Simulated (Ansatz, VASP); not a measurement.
# PtSe2 (Sudovikovite) in two plane-wave programs, part 2 of 2

Aim: how closely do two programs agree when they are given the same cell, functional and k mesh? The cell is taken from a series of runs on this material, whose earlier steps may have relaxed, scaled, displaced or heated it; both programs get it as it stands.

VASP 6.6.1 and Ansatz 0.2.0.

So far: Set-up; Ansatz: zone-centre phonons, PBE with D3(BJ).

### 3. VASP: zone-centre phonons, PBE with D3(BJ)

Level of this step: PBE with D3(BJ); plane waves and PAW (Se, Pt) (VASP).

The same cell, functional, mesh and smearing now go to VASP, with its own data sets.

Lines of VASP's logs that name or quote its potential files are left out, and so is its time.

Contents of INCAR:

```
SYSTEM = PtSe2
PREC = Accurate
ENCUT = 500
EDIFF = 1E-08
NELM = 120
ISMEAR = 1
SIGMA = 0.2
LREAL = .FALSE.
ALGO = Normal
GGA = PE
IVDW = 12
NBANDS = 17
LASPH = .TRUE.
LORBIT = 11
LWAVE = .FALSE.
LCHARG = .FALSE.
ISIF = 2
IBRION = 6
NFREE = 2
POTIM = 0.015
NSW = 1
GGA_COMPAT = .FALSE.
KPAR = 2
```

Contents of POSCAR:

```
PtSe2
1.0
    3.7153663919      0.0000000000      0.0000000000
   -1.8576831959      3.2176016797      0.0000000000
    0.0000000000      0.0000000000      4.4694074855
Se Pt
2 1
Direct
    0.3333333333      0.6666666667      0.2819704110
    0.6666666667      0.3333333333      0.7180295890
    0.0000000000      0.0000000000      0.0000000000
```

Contents of KPOINTS:

```
Automatic mesh
0
Gamma
15 15 10
0 0 0
```

Potentials, in the order of the species: Se and Pt (PBE family, release 64).

On the command line:

```bash
mpirun -np 2 vasp_std
```

Numbers of over 12 decimals in the logs are rounded to 6 here.

The log of the run:

```text
[banner, memory and clock lines left out]
running    2 mpi-ranks, on    1 nodes
 distrk:  each k-point on    1 cores,    2 groups
 distr:  one band on    1 cores,    1 groups

 POSCAR found type information on POSCAR SePt
 POSCAR found :  2 types and       3 ions
 LDA part: xc-table for (Slater+PW92), standard interpolation
 POSCAR, INCAR and KPOINTS ok, starting setup
 FFT: planning ... GRIDC
 FFT: planning ... GRID_SOFT
 FFT: planning ... GRID
 WAVECAR not read
 entering main loop
       N       E                     dE             d eps       ncg     rms          rms(c)
DAV:   1     0.109037584136E+03    0.10904E+03   -0.10159E+04  8244   0.112E+03
DAV:   2    -0.100580064432E+02   -0.11910E+03   -0.11572E+03 10164   0.222E+02
DAV:   3    -0.145042409245E+02   -0.44462E+01   -0.44019E+01  9658   0.432E+01
DAV:   4    -0.145342302005E+02   -0.29989E-01   -0.29977E-01 10331   0.384E+00
DAV:   5    -0.145344828139E+02   -0.25261E-03   -0.25261E-03 10030   0.341E-01    0.135E+01
DAV:   6    -0.140406232819E+02    0.49386E+00   -0.40182E+00  8265   0.179E+01    0.833E+00
DAV:   7    -0.138877245723E+02    0.15290E+00   -0.71987E-01  8220   0.841E+00    0.425E+00
DAV:   8    -0.138711956718E+02    0.16529E-01   -0.43447E-02  9051   0.165E+00    0.759E-01
DAV:   9    -0.138694683056E+02    0.17274E-02   -0.63247E-03  9262   0.753E-01    0.155E-01
DAV:  10    -0.138695851372E+02   -0.11683E-03   -0.88065E-04  9658   0.205E-01    0.458E-02
DAV:  11    -0.138695851219E+02    0.15233E-07   -0.44312E-05 10324   0.547E-02    0.254E-02
DAV:  12    -0.138695856702E+02   -0.54826E-06   -0.52826E-06  8892   0.181E-02    0.464E-03
DAV:  13    -0.138695857450E+02   -0.74756E-07   -0.84037E-07 10740   0.641E-03    0.163E-03
DAV:  14    -0.138695857327E+02    0.12248E-07   -0.66224E-08  9138   0.183E-03    0.473E-04
DAV:  15    -0.138695857714E+02   -0.38707E-07   -0.51483E-09  5909   0.509E-04    0.147E-04
DAV:  16    -0.138695857822E+02   -0.10756E-07   -0.10915E-09  4418   0.256E-04    0.448E-05
DAV:  17    -0.138695857818E+02    0.36152E-09   -0.13706E-10  4281   0.806E-05
   1 F= -.15509746E+02 E0= -.15510284E+02  d E =0.161294E-02
[... from here on, the cycles between the ionic steps are left out ...]
   2 F= -.15508765E+02 E0= -.15509289E+02  d E =0.157425E-02
   3 F= -.15508765E+02 E0= -.15509289E+02  d E =0.157424E-02
   4 F= -.15508509E+02 E0= -.15508993E+02  d E =0.145156E-02
   5 F= -.15508259E+02 E0= -.15508828E+02  d E =0.170667E-02
   6 F= -.15507764E+02 E0= -.15508301E+02  d E =0.161269E-02
   7 F= -.15507764E+02 E0= -.15508301E+02  d E =0.161269E-02
   8 F= -.15507852E+02 E0= -.15508390E+02  d E =0.161424E-02
 Finite differences progress:
  Degree of freedom:   4/  4
  Displacement:        1/  2
  Total:               7/  8
 bond charge predicted
       N       E                     dE             d eps       ncg     rms          rms(c)
DAV:   1    -0.138624946374E+02    0.52005E-02   -0.48700E+00  8106   0.114E+01    0.335E-01
DAV:   2    -0.138683640987E+02   -0.58695E-02   -0.58879E-02  9048   0.172E+00    0.200E-01
DAV:   3    -0.138679666243E+02    0.39747E-03   -0.11812E-03 10054   0.228E-01    0.145E-01
DAV:   4    -0.138677010669E+02    0.26556E-03   -0.16226E-03  8617   0.212E-01    0.298E-02
DAV:   5    -0.138677000512E+02    0.10157E-05   -0.41845E-05  9058   0.475E-02    0.160E-02
DAV:   6    -0.138676955624E+02    0.44888E-05   -0.11793E-05  9007   0.223E-02    0.667E-03
DAV:   7    -0.138676952290E+02    0.33344E-06   -0.77215E-06  9696   0.150E-02    0.287E-03
DAV:   8    -0.138676951161E+02    0.11295E-06   -0.59819E-07  8657   0.455E-03    0.806E-04
DAV:   9    -0.138676951186E+02   -0.25289E-08   -0.82315E-08 10317   0.160E-03
   9 F= -.15507852E+02 E0= -.15508390E+02  d E =0.161423E-02
 Finite differences progress:
  Degree of freedom:   4/  4
  Displacement:        2/  2
  Total:               8/  8
```

From OUTCAR (step 3):

```text
ion  position               nearest neighbor table
   1  0.333  0.667  0.282-   3 2.49   3 2.49   3 2.49
   2  0.667  0.333  0.718-   3 2.49   3 2.49   3 2.49
   3  0.000  0.000  0.000-   1 2.49   2 2.49   1 2.49   2 2.49   2 2.49   1 2.49

  LATTYP: Found a hexagonal cell.
 ALAT       =     3.7153663919
 C/A-ratio  =     1.2029520144

 Subroutine GETGRP returns: Found 12 space group operations
 (whereof 12 operations were pure point group operations)

The static configuration has the point symmetry D_3d.

 Found    238 irreducible k-points:

   k-points           NKPTS =    238   k-points in BZ     NKDIM =    238   number of bands    NBANDS=     17

   dimension x,y,z NGX =    28 NGY =   28 NGZ =   36
   dimension x,y,z NGXF=    56 NGYF=   56 NGZF=   72

   ENCUT  =  500.0 eV  36.75 Ry    6.06 a.u.   6.77  6.77  8.15*2*pi/ulx,y,z

   NELECT =      22.0000    total number of electrons

 k-points in reciprocal lattice and weights: Automatic mesh
   0.00000000  0.00000000  0.00000000       0.000
   0.06666667  0.00000000  0.00000000       0.003
   0.13333333  0.00000000  0.00000000       0.003
   0.20000000  0.00000000  0.00000000       0.003
   0.26666667  0.00000000  0.00000000       0.003
   0.33333333  0.00000000  0.00000000       0.003
   0.40000000  0.00000000  0.00000000       0.003
   0.46666667  0.00000000  0.00000000       0.003
   0.06666667  0.06666667  0.00000000       0.003
[...]
0.33333333  0.26666667  0.50000000       0.005
   0.33333333  0.33333333  0.50000000       0.001

 Edisp (eV)   -1.64016

 average (electrostatic) potential at core
       1 -51.3386       2 -51.3696       3 -67.0211

 E-fermi :   8.1302

 k-point     1 :       0.0000    0.0000    0.0000
  band No.  band energies     occupation
    ...
      6       4.1099      2.00000
      7       4.1099      2.00000
      8       5.5458      2.00000
      9       7.0713      2.00000
     10       7.0713      2.00000
     11       8.7656     -0.00007
     12       8.7656     -0.00007
     13       9.1022     -0.00000
     14      11.1752     -0.00000
     15      12.7480      0.00000
    ...

 k-point     2 :       0.0667    0.0000    0.0000
  band No.  band energies     occupation
    ...
      7       4.0725      2.00000
      8       5.4225      2.00000
      9       6.7748      2.00000
     10       6.9146      2.00000
     11       8.1598      0.75263
     12       8.9351     -0.00000
     13       9.7762     -0.00000
     14      11.3975     -0.00000
     15      13.0418      0.00000
     16      15.1401      0.00000
    ...

 k-point     3 :       0.1333    0.0000    0.0000
  band No.  band energies     occupation
    ...
      7       3.9729      2.00000
      8       5.0358      2.00000
      9       6.2784      2.00000
     10       6.5558      2.00000
     11       7.5765      2.00064
     12       9.3280     -0.00000
     13      10.2532     -0.00000
     14      12.0509     -0.00000
     15      13.7453      0.00000
     16      14.8287      0.00000
    ...

 Edisp (eV)   -1.64016

  Total       3.30847     3.30847     3.29852     0.00000     0.00000    -0.00000
  in kB      99.20955    99.20955    98.91129     0.00000     0.00000    -0.00000
  external pressure =       99.11 kB  Pullay stress =        0.00 kB

  energy-cutoff  :      500.00
  volume of cell :       53.43
      direct lattice vectors                 reciprocal lattice vectors
     3.715366392  0.000000000  0.000000000     0.269152459  0.155395245  0.000000000
    -1.857683196  3.217601680  0.000000000     0.000000000  0.310790489  0.000000000
     0.000000000  0.000000000  4.469407485     0.000000000  0.000000000  0.223743305

 POSITION                                       TOTAL-FORCE (eV/Angst)
 -----------------------------------------------------------------------------------
     -0.00000      2.14507      1.26024        -0.000000      0.000000     -0.116467
      1.85768      1.07253      3.20917         0.000000      0.000000     -0.135926
      0.00000      0.00000     -0.01500         0.000000     -0.000000      0.252393
 -----------------------------------------------------------------------------------
    total drift:                                0.000000      0.000000     -0.000054

  FREE ENERGIE OF THE ION-ELECTRON SYSTEM (eV)
  ---------------------------------------------------
  free  energy   TOTEN  =       -15.5078523575 eV

  energy  without entropy=      -15.5094665899  energy(sigma->0) =      -15.50839043

 Eigenvectors and eigenvalues of the dynamical matrix
 ----------------------------------------------------

   1 f  =    7.025322 THz    44.141399 2PiTHz  234.339514 cm-1    29.054384 meV
             X         Y         Z           dx          dy          dz
     -0.000000  2.145068  1.260241    -0.487861   -0.195601   -0.000000
      1.857683  1.072534  3.209167    -0.487861   -0.195601    0.000000
      0.000000  0.000000  0.000000     0.620882    0.248934    0.000000

   2 f  =    7.025322 THz    44.141399 2PiTHz  234.339514 cm-1    29.054384 meV
             X         Y         Z           dx          dy          dz
     -0.000000  2.145068  1.260241    -0.195601    0.487861    0.000000
      1.857683  1.072534  3.209167    -0.195601    0.487861   -0.000000
      0.000000  0.000000  0.000000     0.248934   -0.620882   -0.000000

   3 f  =    6.992673 THz    43.936259 2PiTHz  233.250458 cm-1    28.919358 meV
             X         Y         Z           dx          dy          dz
     -0.000000  2.145068  1.260241     0.000000    0.000000   -0.707107
      1.857683  1.072534  3.209167     0.000000    0.000000    0.707107
      0.000000  0.000000  0.000000    -0.000000   -0.000000   -0.000000

   4 f  =    6.865024 THz    43.134215 2PiTHz  228.992538 cm-1    28.391443 meV
             X         Y         Z           dx          dy          dz
     -0.000000  2.145068  1.260241    -0.000000    0.000000   -0.525672
      1.857683  1.072534  3.209167    -0.000000    0.000000   -0.525672
      0.000000  0.000000  0.000000     0.000000   -0.000000    0.668834

   5 f  =    5.170027 THz    32.484239 2PiTHz  172.453543 cm-1    21.381505 meV
             X         Y         Z           dx          dy          dz
     -0.000000  2.145068  1.260241    -0.656320   -0.263144    0.000000
      1.857683  1.072534  3.209167     0.656320    0.263144   -0.000000
      0.000000  0.000000  0.000000    -0.000000   -0.000000   -0.000000

   6 f  =    5.170027 THz    32.484239 2PiTHz  172.453543 cm-1    21.381505 meV
             X         Y         Z           dx          dy          dz
     -0.000000  2.145068  1.260241    -0.263144    0.656320   -0.000000
      1.857683  1.072534  3.209167     0.263144   -0.656320    0.000000
      0.000000  0.000000  0.000000     0.000000    0.000000    0.000000

   7 f/i=    0.000187 THz     0.001178 2PiTHz    0.006253 cm-1     0.000775 meV
             X         Y         Z           dx          dy          dz
     -0.000000  2.145068  1.260241    -0.000000   -0.000000    0.472937
      1.857683  1.072534  3.209167    -0.000000   -0.000000    0.472937
      0.000000  0.000000  0.000000    -0.000000   -0.000000    0.743412

   8 f/i=    0.000688 THz     0.004323 2PiTHz    0.022951 cm-1     0.002846 meV
             X         Y         Z           dx          dy          dz
     -0.000000  2.145068  1.260241     0.469534    0.057177    0.000000
      1.857683  1.072534  3.209167     0.469534    0.057177    0.000000
      0.000000  0.000000  0.000000     0.737878    0.089854    0.000000

   9 f/i=    0.000688 THz     0.004323 2PiTHz    0.022951 cm-1     0.002846 meV
             X         Y         Z           dx          dy          dz
     -0.000000  2.145068  1.260241    -0.057177    0.469534    0.000000
      1.857683  1.072534  3.209167    -0.057177    0.469534    0.000000
      0.000000  0.000000  0.000000    -0.089854    0.737878    0.000000

 ELASTIC MODULI CONTR FROM IONIC RELAXATION (kBar)
 Direction    XX          YY          ZZ          XY          YZ          ZX
 --------------------------------------------------------------------------------
 XX        -537.4116   -278.3158   -340.6635     -0.0000    213.0737      0.0000
 YY        -278.3158   -537.4116   -340.6635     -0.0000   -213.0737     -0.0000
 ZZ        -340.6635   -340.6635   -284.5353     -0.0000      0.0000     -0.0000
 XY          -0.0000     -0.0000     -0.0000   -129.5479     -0.0000    213.0740
 YZ         213.0737   -213.0737      0.0000     -0.0000   -350.4525     -0.0000
 ZX           0.0000     -0.0000     -0.0000    213.0740     -0.0000   -350.4537
 --------------------------------------------------------------------------------

 total charge
# of ion       s       p       d       tot
------------------------------------------
    1        1.491   2.242   0.093   3.826
    2        1.491   2.242   0.093   3.826
    3        0.703   0.727   8.087   9.516
--------------------------------------------------
tot          3.684   5.211   8.274  17.168

[... 3 further parts left out ...]
```

CONTCAR:

```
PtSe2
   1.00000000000000
     3.7153663919000000    0.0000000000000000    0.0000000000000000
    -1.8576831959000000    3.2176016797000000    0.0000000000000000
     0.0000000000000000    0.0000000000000000    4.4694074854999997
  Se              Pt
     2     1
Direct
     0.3333333332999970    0.6666666667000030    0.2819704110000032
     0.6666666667000030    0.3333333332999970    0.7180295889999968
     0.0000000000000000    0.0000000000000000   -0.0033561495676248
```

The last energy, forces, stress and levels in OUTCAR belong to the last displaced cell, not to the cell of POSCAR.

Levels, forces or a CONTCAR printed for this step are those of its last displaced cell, not of the structure at rest.

### 4. Side by side

Known differences besides the potentials themselves: the data sets hold 50 valence electrons in Ansatz (on its PAW soft_1 files) and 22 in VASP; the cutoff is 420 eV in Ansatz and 500 eV in VASP; Ansatz takes the dispersion share of the force constants at frozen C6 weights, VASP differentiates the full forces; VASP uses finite displacements, Ansatz perturbation theory. Total energies have different zeros and are not compared.

The two programs side by side:

```csv
quantity,Ansatz,VASP,difference
optical mode 1 to 2 (cm⁻¹),172.4,172.5,-0.01 %
optical mode 3 (cm⁻¹),228.6,229.0,-0.18 %
optical mode 4 (cm⁻¹),232.9,233.3,-0.13 %
optical mode 5 to 6 (cm⁻¹),233.6,234.3,-0.30 %
```

Modes are paired by rising frequency, not by their patterns, so a pair may set unlike modes beside each other; they are those without the splitting of longitudinal modes.

### 5. What came out

| Item | Value |
| --- | --- |
| r.m.s. difference of the optical zone-centre modes, each program's sorted by frequency (zone-centre phonons, PBE with D3(BJ)) | 0.46 cm⁻¹ |

The r.m.s. difference of the optical zone-centre modes, each program's sorted by frequency is 0.46 cm⁻¹ (zone-centre phonons, PBE with D3(BJ)). The data sets hold unlike numbers of valence electrons (50 in Ansatz and 22 in VASP), so part of the differences comes from the potentials. Such differences can come from data sets, numerical settings and the points named under the comparisons, not from the functional's error against experiment.

[Lines on the potential files, build, host, timing and source positions are cut from VASP's logs without a mark.]

[Logs are printed without paths, hosts, clocks, repeated set-up lines and the standing remarks that a program may print on its own settings, such as how far it seeks lower states.]

[Hosts, paths, dates, database ids (printed as entryN), source tags and the programs' standing remarks are cut or masked in the printed files.]
